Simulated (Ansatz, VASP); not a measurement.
# Cross-check of Si3N4 between VASP and Ansatz

One calculation is typed for both programs; each brings its own data sets. How far apart do they land? The cell is taken from a series of runs on this material, whose earlier steps may have relaxed, scaled, displaced or heated it; both programs get it as it stands.

Calculated with Ansatz 0.2.0; plane waves, with VASP 6.6.1 beside it; relaxation of cell and atoms at PBE with D3(BJ) and zone-centre phonons at PBE with D3(BJ).

## 1. Set-up

It takes space group P6_3/m (No. 176, hexagonal). Conventional cell: a = 7.604 Å, b = 7.604 Å, c = 2.906 Å, α = 90.00°, β = 90.00°, γ = 120.00°. Si has 4 N at 1.73 to 1.74 Å nearest. Nearest to N lie 3 Si at 1.74 Å. N has 3 Si at 1.73 Å nearest. Farther neighbours and most contacts between anions are not listed.

As a file:

```cif
data_structure
_symmetry_space_group_name_H-M 'P 1'
_symmetry_Int_Tables_number 1
_cell_length_a 7.6044
_cell_length_b 7.6044
_cell_length_c 2.9063
_cell_angle_alpha 90.000
_cell_angle_beta 90.000
_cell_angle_gamma 120.000
_cell_volume 145.55
loop_
_atom_site_label
_atom_site_type_symbol
_atom_site_fract_x
_atom_site_fract_y
_atom_site_fract_z
_atom_site_occupancy
Si1 Si 0.76848 0.17456 0.25000 1
Si2 Si 0.59392 0.76848 0.75000 1
Si3 Si 0.82544 0.59392 0.25000 1
Si4 Si 0.23152 0.82544 0.75000 1
Si5 Si 0.40608 0.23152 0.25000 1
Si6 Si 0.17456 0.40608 0.75000 1
N7 N 0.03050 0.33024 0.25000 1
N8 N 0.70026 0.03050 0.75000 1
N9 N 0.66976 0.70026 0.25000 1
N10 N 0.96950 0.66976 0.75000 1
N11 N 0.29974 0.96950 0.25000 1
N12 N 0.33024 0.29974 0.75000 1
N13 N 0.66667 0.33333 0.25000 1
N14 N 0.33333 0.66667 0.75000 1
```

## 2. Ansatz: relaxation of cell and atoms, PBE with D3(BJ), pair 1

Ansatz runs on its PAW soft_1 files.

The relaxed volume is the usual yardstick between codes: in a stiff, nearly cubic crystal its relative difference is about their pressure difference at one cell divided by the bulk modulus.

Input file input.yaml:

```yaml
crystal:
  lattice:
    - [7.6044, 0.0, 0.0]
    - [-3.8022, 6.5856035805, 0.0]
    - [0.0, 0.0, 2.9063]
  atoms:
    - { symbol: Si, position: [0.768477, 0.174557, 0.25] }
    - { symbol: Si, position: [0.59392, 0.768477, 0.75] }
    - { symbol: Si, position: [0.825443, 0.59392, 0.25] }
    - { symbol: Si, position: [0.231523, 0.825443, 0.75] }
    - { symbol: Si, position: [0.40608, 0.231523, 0.25] }
    - { symbol: Si, position: [0.174557, 0.40608, 0.75] }
    - { symbol: "N", position: [0.0305, 0.33024, 0.25] }
    - { symbol: "N", position: [0.70026, 0.0305, 0.75] }
    - { symbol: "N", position: [0.66976, 0.70026, 0.25] }
    - { symbol: "N", position: [0.9695, 0.66976, 0.75] }
    - { symbol: "N", position: [0.29974, 0.9695, 0.25] }
    - { symbol: "N", position: [0.33024, 0.29974, 0.75] }
    - { symbol: "N", position: [0.6666666667, 0.3333333333, 0.25] }
    - { symbol: "N", position: [0.3333333333, 0.6666666667, 0.75] }
kpoints:
  mp_grid: { grid: [3, 3, 8] }
hamiltonian:
  xc: pbe
  dispersion: d3bj
  pseudopotentials: { kind: paw, azcp: { folder: soft_1 } }
scf:
  occupations: { method: gaussian, width: 0.02 }
output:
  forces: true
  stress: true
  eigenvalues: true
relax:
  adjacent_minimum: "off"
  f_tol: 0.005
  max_steps: 80
  cell: { stress_tol: 0.05 }
```

Run with:

```bash
> ansatz run input.yaml --threads 4 --pin off --max-ram 8192MiB --backend cpu --events-out ev --progress --plain --runs-dir out
```

Numbers of over 12 decimals in the logs are rounded to 6 here.

Output:

```text
Engine: ansatz 0.2.0, x86_64-unknown-linux-gnu
Pseudopotentials: kind: paw
Pseudopotential: Si, paw, valence charge 4, recommended cutoff 420 eV (normal), soft_1/Si.paw.azcp
Pseudopotential: N, paw, valence charge 5, recommended cutoff 420 eV (normal), soft_1/N.paw.azcp
Functional definition: PBE
  parameter kappa = 0.804
  parameter beta = 0.066725
  exchange = pbe_x(kappa = kappa, mu = beta*pi^2/3)
  correlation = pbe_c(beta = beta)
Crystal: 14 atoms, lattice volume = 145.546 Å³
Basis set: ecut = 420 eV, 2823 PW (Γ), exchange–correlation on 108×108×40 points (8 copies of the dense FFT grid, shifted against one another)
Bands: 46, of which v1, the nominal top of the filled ones, is band 32 counted from 1 (31 counted from 0)
Symmetry: 12 space group operations
Space group: P63/m (ITA 176), of the structure as read, at distance tolerance 5.3e-5 Å
k-points: 15 of 72
Non-local potential: Si, projectors of the file, l = 0: 2, l = 1: 2, l = 2: 1
Non-local potential: N, projectors of the file, l = 0: 2, l = 1: 2, l = 2: 1
PAW form: soft (Blöchl's): semilocal exchange-correlation on the pseudo side does not see the compensation charge
PAW one-centre angular grid: Si, 110 points (default); XC on 64 Gauss nodes
PAW one-centre angular grid: N, 110 points (default); XC on 64 Gauss nodes
Initial density: superposition of atomic densities (chi_scale 0.1, normalization cell, long waves kept (reshape's long-wave potential 0.02 eV rms))
Initial wavefunctions: pseudopotential atomic-orbital guess
Functional: x = pbe(κ = 0.804, μ = 0.219515), c = pbe(β = 0.066725)
SCF iter   1: F=—  HF=-6916.918790 eV  |F-HF|=—  |Δ(HF+E_count)|=         —  Δρ=1.57e-1  dr2=3.73e1  ethr=3.10e-3  ⟨swp⟩=7.1  Hψ=3342  notcnv=0  defer=7
preconditioner: auto → Resta (q_TF=auto, 2.379 Å⁻¹)  ε∞=3.5  [insulator: Δε(μ)=6.028 eV  Ē_g=15.534 eV  σ=0.020 eV  W_gap=1.00  n_scr=32 (ndim 8)  ℏωp=24.6 eV  f_vac=0.009  D(μ)=0.00/eV (n_scr^D=0)  ε∞_Penn≈3.5]
SCF iter   2: F=—  HF=-6905.637992 eV  |F-HF|=—  |Δ(HF+E_count)|=    1.13e1  Δρ=4.96e-2  dr2=2.09e0  ethr=3.10e-3  ⟨swp⟩=3.7  Hψ=1882  notcnv=0  defer=115
SCF iter   3: F=—  HF=-6905.383260 eV  |F-HF|=—  |Δ(HF+E_count)|=   2.55e-1  Δρ=2.49e-2  dr2=5.03e-1  ethr=3.10e-3  ⟨swp⟩=1.2  Hψ=773  notcnv=0  defer=115
SCF iter   4: F=—  HF=-6905.368127 eV  |F-HF|=—  |Δ(HF+E_count)|=   1.51e-2  Δρ=2.19e-3  dr2=8.62e-3  ethr=7.87e-4  ⟨swp⟩=2.2  Hψ=704  notcnv=0  defer=115
SCF iter   5: F=—  HF=-6905.375322 eV  |F-HF|=—  |Δ(HF+E_count)|=   7.19e-3  Δρ=1.53e-3  dr2=3.43e-3  ethr=1.35e-5  ⟨swp⟩=2.7  Hψ=1191  notcnv=0  defer=115
SCF iter   6: F=—  HF=-6905.375240 eV  |F-HF|=—  |Δ(HF+E_count)|=   8.14e-5  Δρ=4.07e-4  dr2=2.79e-4  ethr=5.36e-6  ⟨swp⟩=2.0  Hψ=1094  notcnv=0  defer=115
SCF iter   7: F=—  HF=-6905.375396 eV  |F-HF|=—  |Δ(HF+E_count)|=   1.56e-4  Δρ=8.36e-5  dr2=1.63e-5  ethr=4.35e-7  ⟨swp⟩=2.0  Hψ=1071  notcnv=0  defer=115
[...]
SCF converged after 7 iterations
Free energy (F): -6905.379644 eV
Harris-Foulkes:  -6905.379644 eV  (|F-HF|=1.56e-10)
Internal energy: -6905.379644 eV  (E = F + TS)
E sigma→0 (E₀):  -6905.379644 eV
Fermi energy:    10.374243 eV
--- Per-component energies (eV) ---
  E_band       = 60.528708
  E_kinetic    = 1333.947852
  E_local      = -2033.264578  (includes V_loc(G=0)·N_el)
  E_nonlocal   = 405.277650
  E_hartree    = 719.820190
  E_xc         = -828.142249
  E_vxc        = -907.912530  (∫ρ·V_xc dr)
  E_paw        = -4098.697221  (= ΣΔE_a)
  E_vpaw       = -177.167454  (= ΣTr[D̂ρ^β])
  E_aug_tail   = 0.007362  (compensation charges beyond the density's cutoff)
  E_ewald      = -2400.746449
  E_disp       = -3.582203  (pairwise vdW)
  E_smearing   = -0.000000  (= −TS)
  E_closure    = 0.000000  (closes the sum)
  Σ components = -6905.379644   (vs F -6905.379644, Δ=0.00e0)
--- Forces (eV/Å), atoms counted from 1 ---
  atom   1  Si     0.00117443    -0.00442806     0.00000000
  atom   2  Si     0.00442203    -0.00119695     0.00000000
  atom   3  Si     0.00324760     0.00323111     0.00000000
  atom   4  Si    -0.00117443     0.00442806    -0.00000000
  atom   5  Si    -0.00442203     0.00119695     0.00000000
  atom   6  Si    -0.00324760    -0.00323111     0.00000000
  atom   7  N      0.00084032     0.00346228     0.00000000
  atom   8  N     -0.00257826     0.00245887    -0.00000000
  atom   9  N     -0.00341858    -0.00100340     0.00000000
  atom  10  N     -0.00084032    -0.00346228     0.00000000
  atom  11  N      0.00257826    -0.00245887     0.00000000
  atom  12  N      0.00341858     0.00100340     0.00000000
  atom  13  N     -0.00000000     0.00000000     0.00000000
  atom  14  N      0.00000000    -0.00000000     0.00000000
  max |Σ_I F_I| component: 2.75e-18 eV/Å
--- Stress (GPa, compression-positive) ---
        0.031988       0.000002      -0.000000
       -0.000002       0.031988      -0.000000
       -0.000000      -0.000000       0.008097
  P = ⅓ Tr σ = 0.0240 GPa (0.240 kbar)
--- Band table (eV; the first three rows and the last of 15) ---
  k-point 0: bands = [... 28 lower, 6.9416, 7.7562, 7.8359, 8.0220, 12.5384, 12.9312, 13.1028, 13.1028, ... 10 higher]
  k-point 1: bands = [... 28 lower, 6.9733, 7.1473, 7.3188, 8.2101, 13.5599, 13.6677, 13.9570, 13.9570, ... 10 higher]
  k-point 2: bands = [... 28 lower, 6.6405, 6.9104, 6.9104, 8.1552, 13.9079, 13.9079, 14.7804, 14.9482, ... 10 higher]
  k-point 14: bands = [... 28 lower, 6.8362, 6.8362, 7.1121, 7.1121, 13.2318, 13.2318, 14.0596, 14.0596, ... 10 higher]
--- Relaxed structure (3 steps of the walk, 3 accepted, 1 SCFs on fresh bases) ---
  F+E_penalty+E_count = -6905.37964440 eV   max|allowed force component| = 4.428e-3 eV/Å   (the final SCF, on the basis selected at the relaxed cell)
  cell:  # Å, volume = 146.3299 Å³
    - [7.618600, 1.6088439171753738e-19, 0]
    - [-3.809300, 6.597901, 0]
    - [0, 0.0, 2.911067]
  atoms:
    - { symbol: Si, position: [0.767849, 0.174096, 0.250000] }
    - { symbol: Si, position: [0.593752, 0.767849, 0.750000] }
    - { symbol: Si, position: [0.825904, 0.593752, 0.250000] }
    - { symbol: Si, position: [0.232151, 0.825904, 0.750000] }
    - { symbol: Si, position: [0.406248, 0.232151, 0.250000] }
    - { symbol: Si, position: [0.174096, 0.406248, 0.750000] }
    - { symbol: N, position: [0.029891, 0.329926, 0.250000] }
    - { symbol: N, position: [0.699965, 0.029891, 0.750000] }
    - { symbol: N, position: [0.670074, 0.699965, 0.250000] }
    - { symbol: N, position: [0.970109, 0.670074, 0.750000] }
    - { symbol: N, position: [0.300035, 0.970109, 0.250000] }
    - { symbol: N, position: [0.329926, 0.300035, 0.750000] }
    - { symbol: N, position: [0.666667, 0.333333, 0.250000] }
    - { symbol: N, position: [0.333333, 0.666667, 0.750000] }
```

Reading the cycles: dr2 is the Hartree energy of the density residual (eV), the measure of convergence; HF is the Harris–Foulkes estimate of the energy, which meets the free energy F at convergence.

(Part 1 of 3 ends here.)

[Lines on the potential files, build, host, timing and source positions are cut from VASP's logs without a mark.]

[Logs are printed without paths, hosts, clocks, repeated set-up lines and the standing remarks that a program may print on its own settings, such as how far it seeks lower states.]

[Hosts, paths, dates, database ids (printed as entryN), source tags and the programs' standing remarks are cut or masked in the printed files.]
